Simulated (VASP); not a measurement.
Here is the system:

```yaml
crystal:
  lattice:
    - [2.81473, -2.81674, 0.00263]
    - [2.81473, 2.81674, 0.00263]
    - [-2.70392, 0.00000, 7.25391]
  atoms:
    - { symbol: Y, position: [0.62411, 0.37589, 0.75000] }
    - { symbol: Y, position: [0.37589, 0.62411, 0.25000] }
    - { symbol: Si, position: [0.04238, 0.79079, 0.58530] }
    - { symbol: Si, position: [0.95762, 0.20921, 0.41470] }
    - { symbol: Si, position: [0.20921, 0.95762, 0.91470] }
    - { symbol: Si, position: [0.79079, 0.04238, 0.08530] }
```

The numbers are results of r2SCAN meta-GGA, VASP's PBE PAW potentials (set 64) (plane waves; VASP 6.6.1), not measurements. Numerical set-up: 400 eV cut-off, 9×9×5 Γ-centred mesh, tetrahedra with Blöchl corrections, potentials Y_sv Si.

For a metal the tetrahedron method with Blöchl corrections gives inexact stress and forces.

Task: Which forces act on the atoms, in eV/Å?

Result: 
| atom | Fx | Fy | Fz |
|---|---|---|---|
| Y1 | 0.000 | -0.010 | 0.000 |
| Y2 | 0.000 | 0.010 | 0.000 |
| Si3 | 0.015 | 0.025 | -0.065 |
| Si4 | -0.015 | -0.025 | 0.065 |
| Si5 | -0.015 | 0.025 | 0.065 |
| Si6 | 0.015 | -0.025 | -0.065 |

Task: Give the stress tensor in GPa (positive for a compressed cell).

Result: 
```
-0.25   0.00  -0.16
 0.00  -0.37   0.00
-0.16   0.00   0.37
```
The pressure is its mean diagonal, -0.08 GPa.

The structure comes from a computed database's YSi2 entry (C2/c); how it stands against other phases isn't given here. It was relaxed first.
